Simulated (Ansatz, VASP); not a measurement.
**Cross-check of Ti2W (Ti2W in the C11b ordering) between VASP and Ansatz**

Aim: how closely do two programs agree when they are given the same cell, functional and k mesh? The cell is generated by rule, not measured, and may not be a known phase. The cell is taken from a series of runs on this material, whose earlier steps may have relaxed, scaled, displaced or heated it; both programs get it as it stands.

Method: plane waves, with VASP 6.6.1 beside it; single point at PBE, in Ansatz 0.2.0.

The structure was built from a prototype and need not be the compound's stable phase.

**1. Set-up**

It takes space group I4/mmm (No. 139, tetragonal). The conventional cell has a = 3.241 Å, b = 3.241 Å, c = 9.724 Å, α = 90.00°, β = 90.00°, γ = 90.00°. Nearest to W lie 8 Ti at 2.81 Å. Nearest to Ti lie 4 W at 2.81 Å and 4 Ti at 2.81 Å. Farther neighbours are not listed.

**2. VASP: single point, PBE**

With cell and atoms fixed, the geometry can't cause a difference; cores, projectors, grids and the points listed under the comparison can.

Lines of VASP's logs that name or quote its potential files are left out, and so is its time.

File INCAR:

```
SYSTEM = Ti2W
PREC = Accurate
ENCUT = 600
EDIFF = 1E-06
NELM = 120
ISMEAR = 0
SIGMA = 0.1
LREAL = .FALSE.
ALGO = Normal
GGA = PE
NBANDS = 21
LASPH = .TRUE.
LORBIT = 11
LWAVE = .FALSE.
LCHARG = .FALSE.
ISIF = 2
GGA_COMPAT = .FALSE.
```

File POSCAR:

```
Ti2W
1.0
    3.2413700000      0.0000000000      0.0000000000
    0.0000000000      3.2413700000      0.0000000000
    1.6206900000      1.6206900000      4.8620600000
W Ti
1 2
Direct
    0.0000000000      0.0000000000      0.0000000000
    0.6666666650      0.6666666650      0.6666666700
    0.3333333350      0.3333333350      0.3333333300
```

File KPOINTS:

```
Automatic mesh
0
Gamma
6 6 6
0 0 0
```

Potentials, in the order of the species: W and Ti_sv (PBE family, release 64).

The run is started by

```console
mpirun -np 1 vasp_std
```

Numbers of over 12 decimals in the logs are rounded to 6 here.

Output:

```text
[banner, memory and clock lines left out]
running    1 mpi-ranks, on    1 nodes
 distrk:  each k-point on    1 cores,    1 groups
 distr:  one band on    1 cores,    1 groups

 POSCAR found type information on POSCAR W Ti
 POSCAR found :  2 types and       3 ions
 LDA part: xc-table for (Slater+PW92), standard interpolation
 POSCAR, INCAR and KPOINTS ok, starting setup
 FFT: planning ... GRIDC
 FFT: planning ... GRID_SOFT
 FFT: planning ... GRID
 WAVECAR not read
 entering main loop
       N       E                     dE             d eps       ncg     rms          rms(c)
DAV:   1     0.339342275979E+03    0.33934E+03   -0.16515E+04  1276   0.181E+03
DAV:   2     0.107156116459E+02   -0.32863E+03   -0.32012E+03  1280   0.506E+02
DAV:   3    -0.285420250874E+02   -0.39258E+02   -0.37936E+02  2350   0.143E+02
DAV:   4    -0.311633889829E+02   -0.26214E+01   -0.26059E+01  1737   0.358E+01
DAV:   5    -0.313226759186E+02   -0.15929E+00   -0.15917E+00  1925   0.670E+00    0.196E+01
DAV:   6    -0.300127467359E+02    0.13099E+01   -0.24002E+01  1784   0.393E+01    0.113E+01
DAV:   7    -0.286131882530E+02    0.13996E+01   -0.10250E+01  1764   0.199E+01    0.539E+00
DAV:   8    -0.283216010295E+02    0.29159E+00   -0.25314E+00  1694   0.109E+01    0.222E+00
DAV:   9    -0.283257603243E+02   -0.41593E-02   -0.35401E-01  1996   0.450E+00    0.106E+00
DAV:  10    -0.283151682569E+02    0.10592E-01   -0.49131E-02  1773   0.103E+00    0.376E-01
DAV:  11    -0.283164017222E+02   -0.12335E-02   -0.35572E-03  1809   0.523E-01    0.151E-01
DAV:  12    -0.283163099894E+02    0.91733E-04   -0.12268E-03  1938   0.207E-01    0.402E-02
DAV:  13    -0.283163073956E+02    0.25938E-05   -0.17929E-04  1746   0.998E-02    0.185E-02
DAV:  14    -0.283163019159E+02    0.54797E-05   -0.96738E-06  1716   0.303E-02    0.703E-03
DAV:  15    -0.283163009794E+02    0.93654E-06   -0.66441E-06  1550   0.126E-02
   1 F= -.28316301E+02 E0= -.28298266E+02  d E =-.360703E-01
```

From OUTCAR (step 2):

```text
ion  position               nearest neighbor table
   1  0.000  0.000  0.000-   2 2.81   3 2.81   2 2.81   3 2.81   3 2.81   2 2.81   3 2.81   2 2.81

  LATTYP: Found a body centered tetragonal cell.
 ALAT       =     3.2413700000
 C/A-ratio  =     3.0000030851

 Subroutine GETGRP returns: Found 16 space group operations
 (whereof 16 operations were pure point group operations)

The static configuration has the point symmetry D_4h.

 Found     30 irreducible k-points:

   k-points           NKPTS =     30   k-points in BZ     NKDIM =     30   number of bands    NBANDS=     21

   dimension x,y,z NGX =    28 NGY =   28 NGZ =   48
   dimension x,y,z NGXF=    56 NGYF=   56 NGZF=   96

   ENCUT  =  600.0 eV  44.10 Ry    6.64 a.u.   6.47  6.47 10.74*2*pi/ulx,y,z

   NELECT =      30.0000    total number of electrons

 k-points in reciprocal lattice and weights: Automatic mesh
   0.00000000  0.00000000  0.00000000       0.005
   0.16666667  0.00000000  0.00000000       0.037
   0.33333333  0.00000000  0.00000000       0.037
   0.50000000  0.00000000  0.00000000       0.019
   0.16666667  0.16666667  0.00000000       0.037
   0.33333333  0.16666667  0.00000000       0.074
   0.50000000  0.16666667  0.00000000       0.074
  -0.33333333  0.16666667  0.00000000       0.074
  -0.16666667  0.16666667  0.00000000       0.019
[...]
-0.16666667 -0.16666667  0.33333333       0.019
   0.00000000  0.00000000  0.50000000       0.005

 average (electrostatic) potential at core
       1 -37.4942       2 -72.8114       3 -72.8114

 E-fermi :   7.5353

 k-point     1 :       0.0000    0.0000    0.0000
  band No.  band energies     occupation
    ...
      9       0.7041      2.00000
     10       4.7255      2.00000
     11       5.0775      2.00000
     12       5.8346      2.00000
     13       6.4388      2.00000
     14       8.0820      0.00000
     15       8.0820      0.00000
     16       8.1854      0.00000
     17       9.5072      0.00000
     18       9.5072      0.00000
    ...

 k-point     2 :       0.1667    0.0000    0.0000
  band No.  band energies     occupation
    ...
      9       1.2725      2.00000
     10       4.8162      2.00000
     11       5.3682      2.00000
     12       5.7260      2.00000
     13       6.6125      2.00000
     14       7.9397      0.00000
     15       7.9921      0.00000
     16       8.0793      0.00000
     17       8.7567      0.00000
     18       9.0528      0.00000
    ...

 k-point     3 :       0.3333    0.0000    0.0000
  band No.  band energies     occupation
    ...
     10       4.5358      2.00000
     11       5.2775      2.00000
     12       6.2248      2.00000
     13       6.9170      2.00000
     14       7.5254      1.11075
     15       7.6427      0.12886
     16       7.8754      0.00000
     17       8.4008      0.00000
     18       9.0609      0.00000
     19       9.3339      0.00000
    ...

  Total       -1.7846533     -1.7846533     -2.8322367     -0.0000000     -0.0000029     -0.0000029
  in kB      -55.9740736    -55.9740736    -88.8305997     -0.0000000     -0.0000914     -0.0000914
  external PRESSURE =     -66.9262490 kB  Pullay stress =       0.0000000 kB

  energy-cutoff  :      600.00
  volume of cell :       51.08
      direct lattice vectors                 reciprocal lattice vectors
     3.241370000  0.000000000  0.000000000     0.308511524  0.000000000 -0.102837386
     0.000000000  3.241370000  0.000000000     0.000000000  0.308511524 -0.102837386
     1.620690000  1.620690000  4.862060000     0.000000000  0.000000000  0.205674138

 POSITION                                       TOTAL-FORCE (eV/Angst)
 -----------------------------------------------------------------------------------
      0.00000      0.00000      0.00000         0.000000      0.000000      0.000000
      3.24137      3.24137      3.24137         0.000002      0.000002      1.480608
      1.62069      1.62069      1.62069        -0.000002     -0.000002     -1.480608
 -----------------------------------------------------------------------------------
    total drift:                                0.000000      0.000000      0.000000

  FREE ENERGIE OF THE ION-ELECTRON SYSTEM (eV)
  ---------------------------------------------------
  free  energy   TOTEN  =       -28.3163009794 eV

  energy  without entropy=      -28.2802307219  energy(sigma->0) =      -28.29826585

 total charge
# of ion       s       p       d       tot
------------------------------------------
    1        0.660   0.481   4.023   5.164
    2        2.237   6.140   1.914  10.291
    3        2.237   6.140   1.914  10.291
--------------------------------------------------
tot          5.134  12.761   7.851  25.746

[... 3 further parts left out ...]
```

The k-mesh is coarse for a metal. The data set W keeps the semicore shell frozen, which is cheaper and a little less accurate.

**3. Ansatz: single point, PBE**

Ansatz runs on its default PAW (the set named soft_2) files.

The same cell, functional, mesh and smearing now go to Ansatz, which takes its cutoff from its data sets.

File input.yaml:

```yaml
crystal:
  lattice:
    - [3.24137, 0.0, 0.0]
    - [0.0, 3.24137, 0.0]
    - [1.62069, 1.62069, 4.86206]
  atoms:
    - { symbol: W, position: [0.0, 0.0, 0.0] }
    - { symbol: Ti, position: [0.66666667, 0.66666667, 0.66666667] }
    - { symbol: Ti, position: [0.33333333, 0.33333333, 0.33333333] }
kpoints:
  mp_grid: { grid: [6, 6, 6] }
hamiltonian:
  xc: pbe
scf:
  occupations: { method: gaussian, width: 0.1 }
output:
  forces: true
  stress: true
  eigenvalues: true
```

The run is started by

```console
ansatz run input.yaml --threads 4 --pin off --max-ram 8192MiB --backend cpu --events-out ev --progress --plain --runs-dir out
```

Output:

```text
Engine: ansatz 0.2.0, x86_64-unknown-linux-gnu
Pseudopotentials: kind: paw
Pseudopotential: W, paw, valence charge 14, recommended cutoff 420 eV (normal), W.paw.azcp
Pseudopotential: Ti, paw, valence charge 12, recommended cutoff 420 eV (normal), Ti.paw.azcp
Functional definition: PBE
  parameter kappa = 0.804
  parameter beta = 0.066725
  exchange = pbe_x(kappa = kappa, mu = beta*pi^2/3)
  correlation = pbe_c(beta = beta)
Crystal: 3 atoms, lattice volume = 51.083 Å³
Basis set: ecut = 420 eV, 989 PW (Γ), exchange–correlation on 48×48×72 points (8 copies of the dense FFT grid, shifted against one another)
Bands: 23, of which v1, the nominal top of the filled ones, is band 19 counted from 1 (18 counted from 0)
Symmetry: 16 space group operations
Space group: I4/mmm (ITA 139), of the structure as read, at distance tolerance 3.7e-5 Å
k-points: 30 of 216
Non-local potential: W, projectors of the file, l = 0: 3, l = 1: 2, l = 2: 2, l = 3: 1
Non-local potential: Ti, projectors of the file, l = 0: 3, l = 1: 2, l = 2: 3, l = 3: 1
PAW form: soft (Blöchl's): semilocal exchange-correlation on the pseudo side does not see the compensation charge
PAW one-centre angular grid: W, 590 points (default); XC on 64 Gauss nodes
PAW one-centre angular grid: Ti, 590 points (default); XC on 64 Gauss nodes
Initial density: superposition of atomic densities (neutral atoms: chi_scale 0, normalization atom), corrected by the library's trained network
Initial wavefunctions: pseudopotential atomic-orbital guess
Functional: x = pbe(κ = 0.804, μ = 0.219515), c = pbe(β = 0.066725)
SCF iter   1: F=—  HF=-15383.811364 eV  |F-HF|=—  |Δ(HF+E_count)|=         —  Δρ=6.01e-3  dr2=1.79e-2  ethr=1.77e-3  ⟨swp⟩=4.1  Hψ=2467  notcnv=0
preconditioner: auto → Kerker (q_TF=auto, 2.597 Å⁻¹)  [metal: Δε(μ)=0.014 eV  Ē_g=3.161 eV  σ=0.100 eV  W_gap=0.08  n_scr=12 (ndim 8)  ℏωp=19.4 eV  f_vac=0.000  D(μ)=7.23/eV (n_scr^D=118)]
SCF iter   2: F=—  HF=-15383.809546 eV  |F-HF|=—  |Δ(HF+E_count)|=   1.82e-3  Δρ=3.18e-3  dr2=4.83e-3  ethr=4.70e-5  ⟨swp⟩=1.4  Hψ=964  notcnv=0
SCF iter   3: F=—  HF=-15383.808899 eV  |F-HF|=—  |Δ(HF+E_count)|=   6.47e-4  Δρ=4.19e-4  dr2=6.34e-5  ethr=1.27e-5  ⟨swp⟩=2.5  Hψ=964  notcnv=0
SCF iter   4: F=—  HF=-15383.808876 eV  |F-HF|=—  |Δ(HF+E_count)|=   2.29e-5  Δρ=1.02e-4  dr2=4.38e-6  ethr=1.67e-7  ⟨swp⟩=2.2  Hψ=1061  notcnv=0
SCF iter   5: F=—  HF=-15383.808876 eV  |F-HF|=—  |Δ(HF+E_count)|=   9.90e-8  Δρ=2.00e-5  dr2=3.50e-7  ethr=1.15e-8  ⟨swp⟩=2.3  Hψ=938  notcnv=0
SCF iter   6: F=-15383.808876 eV  HF=-15383.808876 eV  |F-HF|=1.00e-9  |Δ(HF+E_count)|=   2.42e-8  Δρ=3.91e-6  dr2=6.60e-9  ethr=2.63e-10  ⟨swp⟩=5.2  Hψ=2520  notcnv=0
SCF 1 converged in 6 iterations: F = -15383.808876 eV  dr2 = 6.60e-9
  greatest PAW one-centre occupation: 1.000 electrons in one spin orbital (limit 2), on the W atom at site 0 (counted from 0), in its partial waves of l = 0
SCF converged after 6 iterations
Free energy (F): -15383.808876 eV
Harris-Foulkes:  -15383.808876 eV  (|F-HF|=1.00e-9)
Internal energy: -15383.772783 eV  (E = F + TS)
E sigma→0 (E₀):  -15383.790830 eV
Entropy (-TS):   -0.036093 eV (-12.031 meV/atom)
Fermi energy:    15.570184 eV
--- Per-component energies (eV) ---
  E_band       = -419.868888
  E_kinetic    = 992.304994
  E_local      = -2267.056198  (includes V_loc(G=0)·N_el)
  E_nonlocal   = 17.430821
  E_hartree    = 892.578349
  E_xc         = -460.585821
  E_vxc        = -481.050409  (∫ρ·V_xc dr)
  E_paw        = -10657.630906  (= ΣΔE_a)
  E_vpaw       = -466.656106  (= ΣTr[D̂ρ^β])
  E_aug_tail   = 0.000189  (compensation charges beyond the density's cutoff)
  E_ewald      = -3900.814212
  E_smearing   = -0.036093  (= −TS)
  E_closure    = 0.000000  (closes the sum)
  Σ components = -15383.808876   (vs F -15383.808876, Δ=0.00e0)
--- Forces (eV/Å), atoms counted from 1 ---
  atom   1  W     -0.00000000    -0.00000000     0.00000000
  atom   2  Ti     0.00000074     0.00000074     1.43620882
  atom   3  Ti    -0.00000074    -0.00000074    -1.43620882
  max |Σ_I F_I| component: 2.22e-16 eV/Å
--- Stress (GPa, compression-positive) ---
       -4.830368      -0.000000      -0.000002
       -0.000000      -4.830368      -0.000002
       -0.000002      -0.000002      -8.077425
  P = ⅓ Tr σ = -5.9127 GPa (-59.127 kbar)
--- Band table (eV; the first three rows and the last of 30) ---
  k-point 0: bands = [... 15 lower, 13.8748, 14.4637, 16.1251, 16.1251, 16.2273, 17.5536, 17.5536, 17.7002]
  k-point 1: bands = [... 15 lower, 13.5128, 14.8713, 16.0599, 16.0599, 16.3177, 17.0097, 17.0097, 18.2430]
  k-point 2: bands = [... 15 lower, 12.8784, 15.7059, 15.9239, 15.9239, 16.5738, 16.6889, 16.6889, 17.6108]
  k-point 29: bands = [... 15 lower, 13.9923, 14.6866, 14.9963, 15.1423, 15.9336, 16.5293, 18.4897, 18.6402]
```

The column dr2 measures how far the density is from self-consistency, as an energy; F and HF (Harris–Foulkes) agree once it is small.

The run ends at a pressure of -5.91 GPa, with forces up to 1.4 eV/Å.

**4. Differences**

Known differences besides the potentials themselves: the data sets hold 38 valence electrons in Ansatz (on its default PAW (the set named soft_2) files) and 30 in VASP; the cutoff is 420 eV in Ansatz and 600 eV in VASP. Total energies have different zeros and are not compared.

Both answers:

| quantity | Ansatz | VASP | difference |
| --- | --- | --- | --- |
| pressure (GPa) | -5.91 | -6.69 | +0.78 |

Forces (eV/Å; atoms numbered as in POSCAR):

| atom | Ansatz x, y, z | VASP x, y, z |
| --- | --- | --- |
| W1 | 0.000, 0.000, 0.000 | 0.000, 0.000, 0.000 |
| Ti2 | 0.000, 0.000, 1.436 | 0.000, 0.000, 1.481 |
| Ti3 | 0.000, 0.000, -1.436 | 0.000, 0.000, -1.481 |

The forces differ by 21 meV/Å r.m.s., which is 3.0 % of the r.m.s. force of 0.698 eV/Å (both taken over all components).

**5. Summary of results**

```json
{"r.m.s. force difference (single point, PBE)": "3.0 % of the r.m.s. force", "difference in pressure (single point, PBE)": "0.78 GPa"}
```

**Reading.** The r.m.s. force difference is 3.0 % of the r.m.s. force (single point, PBE), at about the 3 % picked in this series as the mark of a large difference. The data sets hold unlike numbers of valence electrons (38 in Ansatz and 30 in VASP), so part of the differences comes from the potentials. Such differences can come from data sets, numerical settings and the points named under the comparisons, not from the functional's error against experiment.

[Lines on the potential files, build, host, timing and source positions are cut from VASP's logs without a mark.]

[Logs are printed without paths, hosts, clocks, repeated set-up lines and the standing remarks that a program may print on its own settings, such as how far it seeks lower states.]

[Hosts, paths, dates, database ids (printed as entryN), source tags and the programs' standing remarks are cut or masked in the printed files.]
